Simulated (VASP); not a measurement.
Input of a VASP 6.6.1 run:

Contents of INCAR:

```
SYSTEM = TbO
PREC     = Accurate       ! precision mode
ENCUT    = 520            ! plane-wave cutoff, eV
EDIFF    = 1E-6           ! SCF threshold, eV
ISMEAR   = 0              ! smearing method
SIGMA    = 0.05           ! smearing width, eV
LREAL    = .FALSE.        ! projectors in reciprocal space
LASPH    = .TRUE.         ! aspherical terms in the spheres
NELM     = 150            ! most SCF steps
ALGO     = Normal         ! electronic algorithm
ISIF     = 2              ! what is computed and relaxed
LWAVE    = .FALSE.        ! write WAVECAR
LCHARG   = .TRUE.         ! write CHGCAR
ISPIN    = 2              ! spin polarisation
MAGMOM   = 0.2 0          ! initial moments
LORBIT   = 11             ! projections on sites
LMAXMIX  = 6              ! l up to which the mixer works
LDAU     = .TRUE.         ! DFT+U
LDAUTYPE = 2            
LDAUL    = 3 -1           ! shell
LDAUU    = 4 0            ! U, eV
LDAUJ    = 0 0          
LDAUPRINT= 1            
GGA      = PS             ! functional
LELF     = .TRUE.         ! ELF
LVHAR    = .TRUE.       
NBANDS   = 24             ! bands
```

File KPOINTS:

```
Automatic mesh
0
G
  7 7 7
  0 0 0
```

File POSCAR:

```
TbO
1.0
    2.7838380500      0.0000000000      0.0000000000
    0.0000000000      2.7838380500      0.0000000000
    0.0000000000      0.0000000000      2.7838380500
Tb O
1 1
Direct
    0.0000000000      0.0000000000      0.0000000000
    0.5000000000      0.5000000000      0.5000000000
```

Potentials or basis: VASP PAW PBE potentials, release 64 (Tb, O).

Launch:

```sh
$ cat potpaw_PBE.64/Tb/POTCAR potpaw_PBE.64/O/POTCAR > POTCAR
$ mpirun -np 1 vasp_std > vasp.out
```

(1) Predict the net moment.

(2) What does it give for the band gap on the k mesh?

Results:

(1) 6.06 μB per cell.

(2) none (metal or under the smearing width).

Caveat: the magnetic or orbital state may not be the lowest; spin-orbit coupling is left out, which moves the levels of the heavy elements.
